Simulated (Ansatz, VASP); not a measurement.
# Cross-check of ReRh (Re-Rh-Rh-Re stack, (111) layers) between VASP and Ansatz, part 2 of 3

Aim: how closely do two programs agree when they are given the same cell, functional and k mesh? The cell is taken from a series of runs on this material, whose earlier steps may have relaxed, scaled, displaced or heated it; both programs get it as it stands.

VASP 6.6.1 and Ansatz 0.2.0.

So far: The starting structure; Ansatz: zone-centre phonons, LDA.

## 3. VASP: zone-centre phonons, LDA

Level of this step: LDA; plane waves and PAW (Re, Rh_pv) (VASP).

The same cell, functional (in two slightly different forms), mesh and smearing now go to VASP, with its own data sets.

Lines of VASP's logs that name or quote its potential files are left out, and so is its time.

Contents of INCAR:

```
SYSTEM = ReRh
PREC = Accurate
ENCUT = 600
EDIFF = 1E-08
NELM = 120
ISMEAR = 1
SIGMA = 0.2
LREAL = .FALSE.
ALGO = Normal
GGA = PW92
NBANDS = 28
LASPH = .TRUE.
LORBIT = 11
LWAVE = .FALSE.
LCHARG = .FALSE.
ISIF = 2
IBRION = 8
GGA_COMPAT = .FALSE.
NELMDL = -8
KPAR = 2
```

Contents of POSCAR:

```
ReRh
1.0
    2.6465532315     -0.0000028433      0.0000000000
   -1.3232741534      2.2919837526      0.0000000000
    0.0000000000      0.0000000000     36.9635839278
Re Rh
2 2
Direct
    0.0000000000      0.0000000000      0.1497712831
    0.0000000000      0.0000000000      0.3258803754
    0.3333333333      0.6666666667      0.2067256143
    0.6666666667      0.3333333333      0.2689260442
```

Contents of KPOINTS:

```
Automatic mesh
0
Gamma
8 8 1
0 0 0
```

The projector-augmented-wave data sets are Re and Rh_pv (LDA family, release 64).

On the command line:

```sh
mpirun -np 2 vasp_std
```

The log of the run:

```text
[banner, memory and clock lines left out]
running    2 mpi-ranks, on    1 nodes
 distrk:  each k-point on    1 cores,    2 groups
 distr:  one band on    1 cores,    1 groups

 POSCAR found type information on POSCAR ReRh
 POSCAR found :  2 types and       4 ions
|                                                                             |
|               ----> ADVICE to this user running VASP <----                  |
|                                                                             |
|     You enforced a specific xc type in the INCAR file but a different       |
|     [... a line on the potential file left out ...]
|     I HOPE YOU KNOW WHAT YOU ARE DOING!                                     |
|                                                                             |

 LDA part: xc-table for (Slater(with rela. corr.)+PW92), standard interpolation
 POSCAR, INCAR and KPOINTS ok, starting setup
 FFT: planning ... GRIDC
 FFT: planning ... GRID_SOFT
 FFT: planning ... GRID
 WAVECAR not read
 entering main loop
       N       E                     dE             d eps       ncg     rms          rms(c)
DAV:   1     0.476280218001E+03    0.47628E+03   -0.23862E+04   712   0.149E+03
DAV:   2    -0.589502016852E+01   -0.48218E+03   -0.46509E+03   872   0.647E+02
DAV:   3    -0.431468742843E+02   -0.37252E+02   -0.34577E+02   952   0.176E+02
DAV:   4    -0.451021842985E+02   -0.19553E+01   -0.17785E+01   968   0.349E+01
DAV:   5    -0.452341884398E+02   -0.13200E+00   -0.12277E+00   960   0.713E+00
DAV:   6    -0.452447642107E+02   -0.10576E-01   -0.10424E-01   968   0.133E+00
DAV:   7    -0.452460975324E+02   -0.13333E-02   -0.13291E-02   960   0.374E-01
DAV:   8    -0.452463038582E+02   -0.20633E-03   -0.20610E-03  1000   0.896E-02    0.434E+01
DAV:   9    -0.429922780795E+02    0.22540E+01   -0.45470E+00   892   0.202E+01    0.171E+01
DAV:  10    -0.425970256309E+02    0.39525E+00   -0.12494E+00  1000   0.112E+01    0.157E+00
DAV:  11    -0.426758205790E+02   -0.78795E-01   -0.73280E-01  1008   0.744E+00    0.343E+00
DAV:  12    -0.425905218369E+02    0.85299E-01   -0.96079E-02   992   0.306E+00    0.190E+00
DAV:  13    -0.425599442690E+02    0.30578E-01   -0.12185E-01  1008   0.346E+00    0.342E-01
DAV:  14    -0.425592974636E+02    0.64681E-03   -0.68030E-03   900   0.682E-01    0.154E-01
[...]
DAV:  26    -0.425595560477E+02   -0.21302E-06   -0.28786E-09   420   0.651E-04    0.308E-04
DAV:  27    -0.425595565663E+02   -0.51861E-06   -0.90774E-09   432   0.846E-04    0.513E-04
DAV:  28    -0.425595566019E+02   -0.35564E-07   -0.14495E-09   388   0.529E-04    0.141E-04
DAV:  29    -0.425595566527E+02   -0.50781E-07   -0.75718E-10   396   0.511E-04    0.354E-04
DAV:  30    -0.425595566977E+02   -0.45023E-07   -0.85458E-10   392   0.404E-04    0.317E-05
DAV:  31    -0.425595567123E+02   -0.14628E-07   -0.10064E-10   388   0.193E-04    0.146E-04
DAV:  32    -0.425595567303E+02   -0.17960E-07   -0.39822E-11   384   0.291E-04    0.760E-05
DAV:  33    -0.425595567373E+02   -0.69904E-08    0.91291E-11   388   0.134E-04
   1 F= -.42559557E+02 E0= -.42560782E+02  d E =0.367461E-02
 Linear response reoptimize wavefunctions to high precision
DAV:   1    -0.425595567422E+02   -0.49495E-08    0.14456E-10   388   0.145E-04
DAV:   2    -0.425595567422E+02    0.36380E-10    0.17484E-10   388   0.893E-05
 Linear response DOF=           4
 Linear response progress:
  Degree of freedom:   1/  4
       N       E                     dE             d eps       ncg     rms          rms(c)
RMM:   1    -0.925236855677E-01   -0.92524E-01    0.81410E-02  1957   0.178E+01
RMM:   2    -0.143100719568E+00   -0.50577E-01   -0.64943E-02  3670   0.135E+00    0.132E-01
RMM:   3    -0.142225657379E+00    0.87506E-03   -0.24427E-03  3759   0.234E-01    0.903E-02
RMM:   4    -0.143132163201E+00   -0.90651E-03   -0.10676E-03  3883   0.176E-01    0.406E-01
RMM:   5    -0.141371821138E+00    0.17603E-02   -0.35491E-04  3888   0.106E-01    0.482E-02
RMM:   6    -0.141417863853E+00   -0.46043E-04   -0.78894E-05  3704   0.566E-02    0.437E-02
RMM:   7    -0.141367326935E+00    0.50537E-04   -0.30434E-05  3512   0.328E-02    0.107E-02
RMM:   8    -0.141367997984E+00   -0.67105E-06   -0.11870E-05  4161   0.133E-02    0.525E-03
RMM:   9    -0.141367842999E+00    0.15499E-06   -0.35437E-06  4115   0.749E-03    0.399E-03
RMM:  10    -0.141367489747E+00    0.35325E-06   -0.95463E-07  4152   0.382E-03    0.250E-03
RMM:  11    -0.141367115987E+00    0.37376E-06   -0.66151E-07  4461   0.224E-03    0.658E-04
RMM:  12    -0.141366531457E+00    0.58453E-06   -0.48811E-07  4398   0.158E-03    0.198E-04
RMM:  13    -0.141366454878E+00    0.76579E-07   -0.37444E-07  4675   0.139E-03    0.100E-04
RMM:  14    -0.141366407829E+00    0.47049E-07   -0.47852E-07  4615   0.137E-03    0.136E-04
RMM:  15    -0.141366397427E+00    0.10402E-07   -0.51687E-07  4609   0.137E-03    0.325E-05
RMM:  16    -0.141366397616E+00   -0.18896E-09   -0.58292E-07  4700   0.136E-03    0.270E-05
RMM:  17    -0.141366391404E+00    0.62121E-08   -0.68363E-07  4649   0.135E-03    0.308E-05
RMM:  18    -0.141366393088E+00   -0.16846E-08   -0.64546E-07  4738   0.133E-03    0.248E-05
RMM:  19    -0.141366394770E+00   -0.16813E-08   -0.74239E-07  4661   0.132E-03    0.275E-05
 first order change of Fermi-energy   0.62919E-03
[...]
RMM:   4    -0.235191496726E+00   -0.64423E-02   -0.50477E-03  1151   0.494E-01    0.108E+00
RMM:   5    -0.234257619811E+00    0.93388E-03   -0.29707E-03  1118   0.328E-01    0.608E-01
RMM:   6    -0.227081003110E+00    0.71766E-02   -0.13888E-03  1015   0.310E-01    0.588E-02
RMM:   7    -0.227507330560E+00   -0.42633E-03   -0.37273E-04  1054   0.116E-01    0.140E-01
RMM:   8    -0.227137193253E+00    0.37014E-03   -0.11366E-04  1016   0.765E-02    0.641E-02
RMM:   9    -0.227085486992E+00    0.51706E-04   -0.30263E-05  1213   0.284E-02    0.109E-02
RMM:  10    -0.227076802126E+00    0.86849E-05   -0.31966E-06  1184   0.127E-02    0.307E-03
RMM:  11    -0.227073817525E+00    0.29846E-05   -0.20637E-06  1307   0.496E-03    0.196E-03
RMM:  12    -0.227072951915E+00    0.86561E-06   -0.17885E-06  1235   0.248E-03    0.560E-04
RMM:  13    -0.227073138405E+00   -0.18649E-06   -0.10194E-06  1341   0.143E-03    0.211E-04
RMM:  14    -0.227072800802E+00    0.33760E-06   -0.12289E-06  1259   0.144E-03    0.746E-05
RMM:  15    -0.227072738536E+00    0.62266E-07   -0.48321E-07  1358   0.134E-03    0.330E-05
RMM:  16    -0.227072648194E+00    0.90342E-07   -0.56430E-07  1294   0.140E-03    0.343E-05
RMM:  17    -0.227072637189E+00    0.11005E-07   -0.84266E-07  1357   0.137E-03    0.235E-05
RMM:  18    -0.227072609912E+00    0.27277E-07   -0.10188E-06  1340   0.136E-03    0.191E-05
RMM:  19    -0.227072589262E+00    0.20651E-07   -0.17532E-07  1356   0.135E-03    0.145E-05
RMM:  20    -0.227072556933E+00    0.32329E-07    0.86578E-07  1355   0.133E-03    0.195E-05
RMM:  21    -0.227072549547E+00    0.73856E-08    0.87983E-07  1359   0.133E-03    0.144E-05
RMM:  22    -0.227072539494E+00    0.10053E-07    0.19872E-06  1348   0.129E-03    0.150E-05
RMM:  23    -0.227072534334E+00    0.51593E-08    0.19287E-06  1373   0.129E-03    0.146E-05
RMM:  24    -0.227072536118E+00   -0.17841E-08    0.26909E-06  1307   0.125E-03    0.143E-05
 first order change of Fermi-energy   0.43435E+00
 force on displaced ion       1 direction 3 :   0.000  -0.000 -10.485
 Linear response progress:
  Degree of freedom:   3/  4
       N       E                     dE             d eps       ncg     rms          rms(c)
RMM:   1    -0.339107164577E+00   -0.33911E+00    0.25445E+01  1932   0.705E+01
RMM:   2    -0.465661058333E+00   -0.12655E+00   -0.60005E-01  3626   0.560E+00    0.130E-01
RMM:   3    -0.469351130292E+00   -0.36901E-02   -0.86065E-03  3770   0.754E-01    0.610E-02
RMM:   4    -0.471137139191E+00   -0.17860E-02   -0.12741E-03  4231   0.183E-01    0.462E-01
RMM:   5    -0.468789453446E+00    0.23477E-02   -0.40437E-04  3865   0.116E-01    0.277E-02
RMM:   6    -0.468722252167E+00    0.67201E-04   -0.14248E-04  3963   0.661E-02    0.500E-02
RMM:   7    -0.468479450942E+00    0.24280E-03   -0.59561E-05  3734   0.466E-02    0.605E-03
RMM:   8    -0.468491976820E+00   -0.12526E-04   -0.27136E-05  4625   0.170E-02    0.355E-03
RMM:   9    -0.468511564563E+00   -0.19588E-04   -0.92107E-06  4268   0.882E-03    0.447E-03
RMM:  10    -0.468516469826E+00   -0.49053E-05   -0.10357E-05  4165   0.548E-03    0.289E-03
RMM:  11    -0.468524844441E+00   -0.83746E-05   -0.12282E-05  4432   0.380E-03    0.516E-04
RMM:  12    -0.468527534425E+00   -0.26900E-05   -0.17693E-05  4364   0.284E-03    0.167E-04
RMM:  13    -0.468527165860E+00    0.36857E-06   -0.19990E-05  4517   0.243E-03    0.102E-04
RMM:  14    -0.468527275817E+00   -0.10996E-06   -0.23046E-05  4579   0.218E-03    0.470E-05
RMM:  15    -0.468527339823E+00   -0.64006E-07   -0.20250E-05  4600   0.202E-03    0.348E-05
RMM:  16    -0.468527405178E+00   -0.65355E-07   -0.14746E-05  4639   0.188E-03    0.242E-05
RMM:  17    -0.468527516235E+00   -0.11106E-06   -0.11838E-05  4709   0.179E-03    0.196E-05
RMM:  18    -0.468527403985E+00    0.11225E-06   -0.92898E-06  4743   0.171E-03    0.181E-05
RMM:  19    -0.468527469857E+00   -0.65872E-07   -0.73798E-06  4870   0.166E-03    0.187E-05
RMM:  20    -0.468527385635E+00    0.84222E-07   -0.56352E-06  4883   0.161E-03    0.188E-05
 first order change of Fermi-energy  -0.29462E-03
 force on displaced ion       3 direction 1 :  -4.169   0.016   0.010
 Linear response progress:
  Degree of freedom:   4/  4
       N       E                     dE             d eps       ncg     rms          rms(c)
RMM:   1    -0.558823864373E+00   -0.55882E+00    0.26292E+01   569   0.719E+01
RMM:   2    -0.699011199552E+00   -0.14019E+00   -0.13097E+00  1114   0.705E+00    0.402E-01
RMM:   3    -0.703060580354E+00   -0.40494E-02   -0.95030E-03  1045   0.866E-01    0.463E-01
RMM:   4    -0.714545756198E+00   -0.11485E-01   -0.51400E-03  1120   0.404E-01    0.117E+00
RMM:   5    -0.705253650993E+00    0.92921E-02   -0.54541E-03  1141   0.438E-01    0.509E-01
RMM:   6    -0.701130358482E+00    0.41233E-02   -0.22196E-03   994   0.390E-01    0.762E-02
RMM:   7    -0.701130992792E+00   -0.63431E-06   -0.39632E-04  1183   0.768E-02    0.477E-02
RMM:   8    -0.701175387500E+00   -0.44395E-04   -0.64286E-05  1054   0.526E-02    0.572E-02
RMM:   9    -0.701108198210E+00    0.67189E-04   -0.13633E-05  1035   0.319E-02    0.119E-02
RMM:  10    -0.701097708627E+00    0.10490E-04   -0.13128E-05  1238   0.130E-02    0.362E-03
RMM:  11    -0.701100345582E+00   -0.26370E-05   -0.60012E-07  1221   0.628E-03    0.265E-03
RMM:  12    -0.701097967140E+00    0.23784E-05   -0.22107E-06  1306   0.358E-03    0.608E-04
RMM:  13    -0.701096778899E+00    0.11882E-05   -0.17212E-06  1217   0.283E-03    0.288E-04
RMM:  14    -0.701096648810E+00    0.13009E-06   -0.21312E-06  1352   0.231E-03    0.942E-05
[...]
RMM:  22    -0.701097009595E+00   -0.28038E-08    0.98283E-07  1404   0.186E-03    0.154E-05
RMM:  23    -0.701096994235E+00    0.15361E-07    0.26009E-06  1413   0.185E-03    0.183E-05
RMM:  24    -0.701097011035E+00   -0.16800E-07    0.15436E-06  1386   0.182E-03    0.133E-05
RMM:  25    -0.701097002680E+00    0.83548E-08    0.11910E-07  1385   0.182E-03    0.172E-05
RMM:  26    -0.701097005400E+00   -0.27202E-08    0.16861E-06  1393   0.181E-03    0.117E-05
RMM:  27    -0.701097003811E+00    0.15887E-08    0.21965E-06  1419   0.180E-03    0.149E-05
RMM:  28    -0.701097003561E+00    0.25077E-09    0.11753E-06  1439   0.179E-03    0.114E-05
RMM:  29    -0.701097021226E+00   -0.17665E-07   -0.12692E-07  1450   0.178E-03    0.131E-05
 first order change of Fermi-energy  -0.68450E+00
 force on displaced ion       3 direction 3 :  -0.000  -0.000 -14.419
 Linear response finished
```

(Part 2 of 3 ends here.)

[Lines on the potential files, build, host, timing and source positions are cut from VASP's logs without a mark.]

[Logs are printed without paths, hosts, clocks, repeated set-up lines and the standing remarks that a program may print on its own settings, such as how far it seeks lower states.]

[Hosts, paths, dates, database ids (printed as entryN), source tags and the programs' standing remarks are cut or masked in the printed files.]
